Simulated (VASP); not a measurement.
A convergence study with VASP on CaO (rock salt): one setting is varied, all else stays as given below, so the limit is that of these other settings. ε∞ is the independent-particle value.

```
CaO
1.0
    0.00000     2.40500     2.40500
    2.40500     0.00000     2.40500
    2.40500     2.40500     0.00000
Ca O
1 1
Direct
  0.00000   0.00000   0.00000
  0.50000   0.50000   0.50000
```

These are PBE GGA, VASP's PBE PAW potentials (set 64) (plane waves; VASP) values and carry that method's errors. The tightest run used: 700 eV cut-off, 8×8×8 Γ-centred mesh, Gaussian smearing of 0.050 eV, potentials Ca_sv O.

The reference is NBANDS = 136, which took about 5 core-minutes. Costs are core time on shared hosts, one run each; read them as rough ratios.

Task: Of the settings NBANDS = 9; NBANDS = 10; NBANDS = 12; NBANDS = 16; NBANDS = 24; NBANDS = 40; NBANDS = 72; NBANDS = 136, which is the lowest that keeps the difference from the reference in mean ε∞ within 0.05 from there on, and what does it cost?

Result: NBANDS = 24; its cost over the reference is about 1/5.
```tsv
setting	difference in mean ε∞	cost over the reference
NBANDS = 9	2.01	about 1/9
NBANDS = 10	1.41	about 1/10
NBANDS = 12	0.82	about 1/8
NBANDS = 16	0.19	about 1/7
NBANDS = 24	0.04	about 1/5
NBANDS = 40	0.01	about 1/3
NBANDS = 72	0.00	about 1/2
NBANDS = 136	0.00	reference
```

Left out are rungs that failed or repeat a setting and relaxations that didn't move; long series are thinned to 24 rows.

The compound is CaO in the rock salt structure. The cell was not relaxed at this level.
